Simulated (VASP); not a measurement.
A convergence study with VASP on CaF$_{2}$ (fluorite): one setting is varied, all else stays as given below, so the limit is that of these other settings. Each run relaxes cell and ions from the cell shown.

```
CaF2
1.0
    0.00000     2.73000     2.73000
    2.73000     0.00000     2.73000
    2.73000     2.73000     0.00000
Ca F
1 2
Cartesian
  0.00000   0.00000   0.00000
  1.36500   1.36500   1.36500
  4.09500   4.09500   4.09500
```

The numbers are results of PBEsol GGA, VASP's PBE PAW potentials (set 64) (plane waves; VASP), not measurements. The tightest run used: 700 eV cut-off, 11×11×11 Γ-centred mesh, Gaussian smearing of 0.050 eV, potentials Ca_sv F.

Gaps are read on the run's mesh, which can miss a band edge.

| setting | relaxed volume (Å³/atom) | E (eV/atom) | gap on the mesh (eV) | irreducible k-points |
|---|---|---|---|---|
| 2×2×2 mesh | 13.375 | -5.9560 | 7.168 | 3 |
| 3×3×3 mesh | 13.304 | -5.9696 | 7.380 | 4 |
| 4×4×4 mesh | 13.304 | -5.9703 | 7.214 | 8 |

Q: These are the cheaper rows. Estimate the results at 11×11×11 mesh, and how far the last row shown lies from them.

A: 
| quantity | tightest run | last row shown is off by |
|---|---|---|
| relaxed volume (Å³/atom) | 13.303 | 0.001 |
| E (eV/atom) | -5.9702 | -0.0001 |
| gap on the mesh (eV) | 7.227 | -0.013 |

Left out are rungs that failed or repeat a setting and relaxations that didn't move; long series are thinned to 24 rows.

The compound is CaF2 in the fluorite structure.
